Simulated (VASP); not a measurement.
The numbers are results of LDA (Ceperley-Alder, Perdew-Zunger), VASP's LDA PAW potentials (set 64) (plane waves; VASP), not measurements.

VASP input:

File KPOINTS:
```
K-points
0
G
  10 10 10
0 0 0
```

### POSCAR
```
BAs
1
    0.0000000000     2.3227681260     2.3227681260
    2.3227681260     0.0000000000     2.3227681260
    2.3227681260     2.3227681260     0.0000000000
B As
1 1
Direct
  0.0000000000   0.0000000000   0.0000000000
  0.2500000000   0.2500000000   0.2500000000
```

### INCAR
```
LCHARG  =  .FALSE.
SIGMA  =  0.05   ! width (eV)
LWAVE  =  .FALSE.
ENCUT  =  520
ISIF  =  2   ! forces and stress, cell fixed
LMAXMIX  =  4   ! l cut-off of mixed one-centre charges
SYSTEM  =  BAs
ISMEAR  =  0   ! Gaussian
PREC  =  Accurate
ALGO  =  Normal   ! blocked Davidson
LREAL  =  .FALSE.   ! projection in real space or not
NELM  =  100
LASPH  =  .TRUE.   ! aspherical one-centre terms
EDIFF  =  1E-7
```

POTCAR, in this order: B As (LDA.64 set). Program: vasp_std.

**Question.** What will the output report for the number of irreducible k-points (NKPTS), largest plane-wave count, number of space-group operations, FFT grid (NGX, NGY, NGZ)?

**Answer.** 
The number of irreducible k-points (NKPTS) is 47, the largest plane-wave count is 692 and the number of space-group operations is 24. The FFT grid (NGX, NGY, NGZ) is 24 × 24 × 24.

The compound is BAs in the zinc blende structure. This cell is one point of a volume scan, at 0.94 of the reference volume.
